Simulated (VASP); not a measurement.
# RbAl in VASP: further runs

The runs below take RbAl through single point, with PBE.

Program: VASP 6.6.1. These are calculated values, not measurements. Logs are shortened: lines on timing, memory, paths and dates and some standing lists are left out, and cuts for length are marked.

### 1 The sheet as given

The cell holds a sheet with vacuum, 2 atoms: a = 5.235 Å, b = 5.235 Å, c = 23.800 Å, α = 90.00°, β = 90.00°, γ = 90.00°.

The cell was built by a generator and needn't be a form met in nature.

### 2 Single point, PBE

INCAR

```
SYSTEM = RbAl
  PREC = Accurate
  ENCUT = 520
  EDIFF = 1E-7
  ISMEAR = 0
  SIGMA = 0.1
  LREAL = .False.
  LASPH = .True.
  NELM = 100
  ALGO = Fast
  ISIF = 2
  LWAVE = .False.
  LCHARG = .True.
  LDIPOL = .True.
  IDIPOL = 3
  DIPOL = 0.5 0.5 0.294
  GGA = PE
  LELF = .True.
  LVHAR = .True.
  LVACPOTAV = .True.
  NBANDS = 13
```

KPOINTS

```
Automatic mesh
0
Gamma
  10 10 1
  0 0 0
```

POSCAR

```
RbAl
1.0
    5.2354047360      0.0000000000      0.0000000000
    0.0000000000      5.2354047360      0.0000000000
    0.0000000000      0.0000000000     23.8000000000
Rb Al
1 1
Direct
    0.0000000000      0.0000000000      0.2941176471
    0.5000000000      0.5000000000      0.2941176471
```

Potentials or basis: VASP PAW PBE potentials, release 64 (Rb_sv, Al).

On the command line:

```
> cat potpaw_PBE.64/Rb_sv/POTCAR potpaw_PBE.64/Al/POTCAR > POTCAR
> mpirun -np 1 vasp_std > vasp.out
```

OUTCAR:

```text
SYSTEM = RbAl
   PREC = Accurate
   ENCUT = 520
   EDIFF = 1E-7
   ISMEAR = 0
   LREAL = .False.
   LASPH = .True.
   NELM = 100
   ISIF = 2
   GGA = PE

 ion  position               nearest neighbor table
   1  0.000  0.000  0.294-   2 3.70   2 3.70   2 3.70   2 3.70
   2  0.500  0.500  0.294-   1 3.70   1 3.70   1 3.70   1 3.70

  LATTYP: Found a simple tetragonal cell.
 ALAT       =     5.2354047360
 C/A-ratio  =     4.5459713623

  Lattice vectors:

 A1 = (   5.2354047360,   0.0000000000,   0.0000000000)
 A2 = (   0.0000000000,   5.2354047360,   0.0000000000)
 A3 = (   0.0000000000,   0.0000000000,  23.8000000000)

Analysis of symmetry for initial positions (statically):
=====================================================================
 Subroutine PRICEL returns:
 Original cell was already a primitive cell.

 Routine SETGRP: Setting up the symmetry group for a
 simple tetragonal supercell.

 Subroutine GETGRP returns: Found 16 space group operations
 (whereof  8 operations were pure point group operations)
 out of a pool of 16 trial point group operations.

The static configuration has the point symmetry C_4v.
 The point group associated with its full space group is D_4h.

Analysis of symmetry for dynamics (positions and initial velocities):
=====================================================================
 Subroutine PRICEL returns:
 Original cell was already a primitive cell.

 Routine SETGRP: Setting up the symmetry group for a
 simple tetragonal supercell.

 Subroutine GETGRP returns: Found 16 space group operations
 (whereof  8 operations were pure point group operations)
 out of a pool of 16 trial point group operations.

The dynamic configuration has the point symmetry C_4v.
 The point group associated with its full space group is D_4h.

 Subroutine INISYM returns: Found 16 space group operations
 (whereof  8 operations are pure point group operations),
 and found     1 'primitive' translations

----------------------------------------------------------------------------------------

                                     Primitive cell

  volume of cell :     652.3452

  direct lattice vectors                    reciprocal lattice vectors
     5.235404736  0.000000000  0.000000000     0.191007200  0.000000000  0.000000000
     0.000000000  5.235404736  0.000000000     0.000000000  0.191007200  0.000000000
     0.000000000  0.000000000 23.800000000     0.000000000  0.000000000  0.042016807

  length of vectors
     5.235404736  5.235404736 23.800000000     0.191007200  0.191007200  0.042016807

  position of ions in fractional coordinates (direct lattice)
     0.000000000  0.000000000  0.294117647
     0.500000000  0.500000000  0.294117647

  ion indices of the primitive-cell ions
   primitive index   ion index
                 1           1
                 2           2

----------------------------------------------------------------------------------------

 KPOINTS: Automatic mesh

Automatic generation of k-mesh.
 Grid dimensions read from file:
 generate k-points for:   10   10    1

 Generating k-lattice:

  Cartesian coordinates                     Fractional coordinates (reciprocal lattice)
     0.019100720  0.000000000  0.000000000     0.100000000  0.000000000  0.000000000
     0.000000000  0.019100720  0.000000000     0.000000000  0.100000000  0.000000000
     0.000000000  0.000000000  0.042016807     0.000000000  0.000000000  1.000000000

  Length of vectors
     0.019100720  0.019100720  0.042016807

  Shift w.r.t. Gamma in fractional coordinates (k-lattice)
     0.000000000  0.000000000  0.000000000

 Subroutine IBZKPT returns following result:
 ===========================================

 Found     21 irreducible k-points:

 Following reciprocal coordinates:
            Coordinates               Weight
  0.000000  0.000000  0.000000      1.000000
  0.100000  0.000000  0.000000      4.000000
  0.200000  0.000000  0.000000      4.000000
  0.300000  0.000000  0.000000      4.000000
  0.400000  0.000000  0.000000      4.000000
  0.500000  0.000000  0.000000      2.000000
[... 13 lines left out ...]
  0.500000  0.400000  0.000000      4.000000
  0.500000  0.500000  0.000000      1.000000
   k-points           NKPTS =     21   k-points in BZ     NKDIM =     21   number of bands    NBANDS=     13
   number of dos      NEDOS =    301   number of ions     NIONS =      2
   total plane-waves  NPLWV = 288000
   dimension x,y,z NGX =    40 NGY =   40 NGZ =  180
   dimension x,y,z NGXF=    80 NGYF=   80 NGZF=  360
   ions per type =               1   1
   NGX,Y,Z   is equivalent  to a cutoff of  12.70, 12.70, 12.57 a.u.
   NGXF,Y,Z  is equivalent  to a cutoff of  25.40, 25.40, 25.15 a.u.
 SYSTEM =  RbAl
   PREC   = accura    normal or accurate (medium, high low for compatibility)
   ISTART =      0    job   : 0-new  1-cont  2-samecut
   ICHARG =      2    charge: 1-file 2-atom 10-const
   ISPIN  =      1    spin polarized calculation?
   LNONCOLLINEAR =      F non collinear calculations
   LSORBIT =      F    spin-orbit coupling
   LASPH  =      T    aspherical Exc in radial PAW
   ENCUT  =  520.0 eV  38.22 Ry    6.18 a.u.   9.73  9.73 44.25*2*pi/ulx,y,z
   NELM   =    100;   NELMIN=  2; NELMDL= -5     # of ELM steps
   EDIFF  = 0.1E-06   stopping-criterion for ELM
   LREAL  =      F    real-space projection
   EDIFFG = 0.1E-05   stopping-criterion for IOM
   NSW    =      0    number of steps for IOM
   IBRION =     -1    ionic relax: 0-MD 1-quasi-New 2-CG
   NFREE  =      0    steps in history (QN), initial steepest desc. (CG)
   ISIF   =      2    stress and relaxation
   ISYM   =      2    0-nonsym 1-usesym 2-fastsym
   POTIM  = 0.5000    time-step for ionic-motion
   TEBEG  =    0.0;   TEEND  =   0.0 temperature during run
   PSTRESS=    0.0 pullay stress
   NELECT =      12.0000    total number of electrons
   NUPDOWN=      -1.0000    fix difference up-down
   EMIN   =  10.00;   EMAX   =-10.00  energy-range for DOS
   EFERMI =   0.00;   METHOD = LEGACY
   ISMEAR =     0;   SIGMA  =   0.10  broadening in eV -4-tet -1-fermi 0-gaus
   EFERMI_NEDOS =   21; number of points for ismear=-14 and -15
   IALGO  =     68    algorithm
   IMIX   =      4    mixing-type and parameters
     AMIX     =   0.40;   BMIX     =  1.00
     AMIX_MAG =   1.60;   BMIX_MAG =  1.00
  volume/ion in A,a.u.               =     326.17      2201.12
  Fermi-wavevector in a.u.,A,eV,Ry     =   0.432158  0.816661  2.541034  0.186761
  Thomas-Fermi vector in A             =   1.401765
   LORBIT       =      0    0 simple, 1 ext, 2 COOP (PROOUT), +10 PAW based schemes
   GGA     = PE    functional components
   LHFCALC =     F    Hartree Fock is set to
   AEXX    =    0.0000 exact exchange contribution
   IVDW    =     0    specifies the selected vdW correction
   LEPSILON=     F    determine dielectric tensor
   LRPA    =     F    only Hartree local field effects (RPA)
 non-spin polarized calculation
 RMM-DIIS sequential band-by-band and
 Gauss-broadening in eV      SIGMA  =   0.10
  energy-cutoff  :      520.00
  volume of cell :      652.35
 maximum number of plane-waves:     17594
 NGX is ok and might be reduce to    40
   NGX = 19   NGY = 19   NGZ = 89

 dipolmoment           0.000000      0.000000      0.000013 electrons x Angstroem

 number of electron      12.0000000 magnetization

 dipolmoment           0.000000      0.000000     -0.000001 electrons x Angstroem

 Free energy of the ion-electron system (eV)
  ---------------------------------------------------
  ext. energy  EPLUGINS =         0.00000000
  ---------------------------------------------------
  free energy    TOTEN  =        -2.36730518 eV

  energy without entropy =       -2.34078289  energy(sigma->0) =       -2.35404404

 E-fermi :  -2.1764     XC(G=0):  -1.5845

 val. band max:       -2.1866532681   @ k =   0.5000   0.4000   0.0000
 cond. band min:      -2.1672295169   @ k =   0.2000   0.1000   0.0000
 fundamental gap:      0.0194237513
 Fermi energy:        -2.1763614469

 k-point     1 :       0.0000    0.0000    0.0000
  band No.  band energies     occupation
      1     -30.3294      2.00000
      2     -14.5019      2.00000
      3     -14.4004      2.00000
      4     -14.4004      2.00000
      5      -7.0105      2.00000
      6      -2.2745      1.83503
      7      -1.0335      0.00000
      8      -1.0335      0.00000
      9      -0.5037      0.00000
     10       0.0510      0.00000
     11       0.4153      0.00000
     12       0.5975      0.00000
     13       1.1571      0.00000

 k-point     2 :       0.1000    0.0000    0.0000
  band No.  band energies     occupation
      1     -30.3293      2.00000
      2     -14.5015      2.00000
      3     -14.4056      2.00000
      4     -14.3999      2.00000
      5      -6.9719      2.00000
      6      -2.2529      1.72117
      7      -1.4365      0.00000
      8      -1.0916      0.00000
      9      -0.3894      0.00000
     10       0.2950      0.00000
     11       0.4511      0.00000
     12       0.6735      0.00000
     13       1.3054      0.00000

 k-point     3 :       0.2000    0.0000    0.0000
  band No.  band energies     occupation
      1     -30.3291      2.00000
      2     -14.5005      2.00000
      3     -14.4190      2.00000
      4     -14.3983      2.00000
      5      -6.8655      2.00000
      6      -2.1933      1.18892
      7      -2.0653      0.11617
      8      -1.2300      0.00000
      9      -0.2013      0.00000
     10       0.5351      0.00000
     11       0.6749      0.00000
     12       0.8942      0.00000
     13       1.3673      0.00000

 k-point     4 :       0.3000    0.0000    0.0000
  band No.  band energies     occupation
      1     -30.3288      2.00000
      2     -14.4993      2.00000
      3     -14.4355      2.00000
      4     -14.3964      2.00000
      5      -6.7205      2.00000
      6      -2.6235      2.00000
      7      -2.1121      0.36342
      8      -1.3802      0.00000
      9       0.0761      0.00000
     10       0.5665      0.00000
     11       1.0545      0.00000
     12       1.2517      0.00000
     13       1.3152      0.00000

 k-point     5 :       0.4000    0.0000    0.0000
  band No.  band energies     occupation
      1     -30.3286      2.00000
      2     -14.4983      2.00000
      3     -14.4487      2.00000
      4     -14.3949      2.00000
      5      -6.5886      2.00000
      6      -3.0114      2.00000
      7      -2.0388      0.05168
      8      -1.4891      0.00000
      9       0.4474      0.00000
     10       0.4751      0.00000
     11       1.4398      0.00000
     12       1.4824      0.00000
     13       1.5005      0.00000
[... 209 lines left out ...]
 k-point    19 :       0.4000    0.4000    0.0000
  band No.  band energies     occupation
      1     -30.3278      2.00000
      2     -14.4950      2.00000
      3     -14.4377      2.00000
      4     -14.4363      2.00000
      5      -6.5471      2.00000
      6      -2.3954      1.99805
      7      -2.1874      1.12355
      8      -1.6055      0.00000
      9       0.6373      0.00000
     10       0.6455      0.00000
     11       0.7226      0.00000
     12       1.7321      0.00000
     13       2.0692      0.00000

 k-point    20 :       0.5000    0.4000    0.0000
  band No.  band energies     occupation
      1     -30.3277      2.00000
      2     -14.4947      2.00000
      3     -14.4414      2.00000
      4     -14.4357      2.00000
      5      -6.5430      2.00000
      6      -2.3590      1.99021
      7      -2.1867      1.11572
      8      -1.5391      0.00000
      9       0.5315      0.00000
     10       0.5580      0.00000
     11       0.7013      0.00000
     12       2.1169      0.00000
     13       2.1982      0.00000

 k-point    21 :       0.5000    0.5000    0.0000
  band No.  band energies     occupation
      1     -30.3276      2.00000
      2     -14.4943      2.00000
      3     -14.4400      2.00000
      4     -14.4400      2.00000
      5      -6.5440      2.00000
      6      -2.2382      1.61790
      7      -2.2382      1.61790
      8      -1.4643      0.00000
      9       0.4154      0.00000
     10       0.5391      0.00000
     11       0.5391      0.00000
     12       2.1244      0.00000
     13       2.5027      0.00000

------------------------ aborting loop because EDIFF is reached ----------------------------------------

 vacuum level on the upper side and lower side of the slab       (xc-potential included)        -0.163        -0.158

  FORCE on cell =-STRESS in cart. coord.  units (eV):
  Direction    XX          YY          ZZ          XY          YZ          ZX
  --------------------------------------------------------------------------------------
  -------------------------------------------------------------------------------------
  Total        0.0082270      0.0082270     -0.0021740      0.0000000      0.0000000     -0.0000000
  in kB        0.0202057      0.0202057     -0.0053395      0.0000000      0.0000000     -0.0000000
  external PRESSURE =       0.0116907 kB  Pullay stress =       0.0000000 kB

 VOLUME and BASIS-vectors are now :
 -----------------------------------------------------------------------------
  energy-cutoff  :      520.00
  volume of cell :      652.35
      direct lattice vectors                 reciprocal lattice vectors
     5.235404736  0.000000000  0.000000000     0.191007200  0.000000000  0.000000000
     0.000000000  5.235404736  0.000000000     0.000000000  0.191007200  0.000000000
     0.000000000  0.000000000 23.800000000     0.000000000  0.000000000  0.042016807

 POSITION                                       TOTAL-FORCE (eV/Angst)
 -----------------------------------------------------------------------------------
      0.00000      0.00000      7.00000         0.000000      0.000000      0.000000
      2.61770      2.61770      7.00000         0.000000     -0.000000     -0.000000
 -----------------------------------------------------------------------------------
    total drift:                               -0.000000     -0.000000     -0.000003

  FREE ENERGIE OF THE ION-ELECTRON SYSTEM (eV)
  ---------------------------------------------------
  free  energy   TOTEN  =        -2.3673051833 eV

  energy  without entropy=       -2.3407828897  energy(sigma->0) =       -2.35404404

 vacuum level on the upper side and lower side of the slab         0.621         0.621
```

Run time: 3.7 min. Hardware: 1 thread of Intel Xeon 6975P-C (Granite Rapids), shared host; peak memory 0.72 GiB.

Results:

```
Free energy                     : -2.3673 eV
Band gap on the k mesh          : none (metal or under the smearing width)
Work function of the upper face : 2.80 eV
Work function of the lower face : 2.80 eV
```

Levels at points of the mesh, in eV from the Fermi level:
| k point | band 2 | band 3 | band 4 | band 5 | band 6 | band 7 | band 8 | band 9 | band 10 | band 11 |
| --- | --- | --- | --- | --- | --- | --- | --- | --- | --- | --- |
| (0.00, 0.00, 0.00) | -12.33 | -12.22 | -12.22 | -4.83 | -0.10 | 1.14 | 1.14 | 1.67 | 2.23 | 2.59 |
| (0.50, 0.00, 0.00) | -12.32 | -12.28 | -12.22 | -4.36 | -0.98 | 0.17 | 0.65 | 2.59 | 2.99 | 3.21 |
| (0.50, 0.50, 0.00) | -12.32 | -12.26 | -12.26 | -4.37 | -0.06 | -0.06 | 0.71 | 2.59 | 2.72 | 2.72 |

(Part 1 of 2 ends here.)
